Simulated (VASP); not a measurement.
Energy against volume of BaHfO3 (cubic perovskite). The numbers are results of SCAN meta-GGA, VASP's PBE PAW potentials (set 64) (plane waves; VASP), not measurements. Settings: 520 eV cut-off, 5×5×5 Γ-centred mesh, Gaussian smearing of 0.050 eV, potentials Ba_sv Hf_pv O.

```json
[
 {"V (Å³/atom)": "13.962", "E (eV/atom)": "-27.87475"},
 {"V (Å³/atom)": "14.394", "E (eV/atom)": "-27.88280"},
 {"V (Å³/atom)": "14.826", "E (eV/atom)": "-27.87631"},
 {"V (Å³/atom)": "15.258", "E (eV/atom)": "-27.85751"}
]
```

Fit these four points and predict the energy of the run at 13.531 Å³/atom.

A cubic in V^(−2/3), the third-order Birch-Murnaghan form, passes through the four points with V0 = 14.41 Å³/atom and B0 = 179 GPa, and gives -27.8496 eV/atom there. The run gave -27.8497 eV/atom, -0.2 meV/atom from the fit; all five points give B0 = 178 GPa.

The compound is BaHfO3 in the cubic perovskite structure. It was relaxed first.
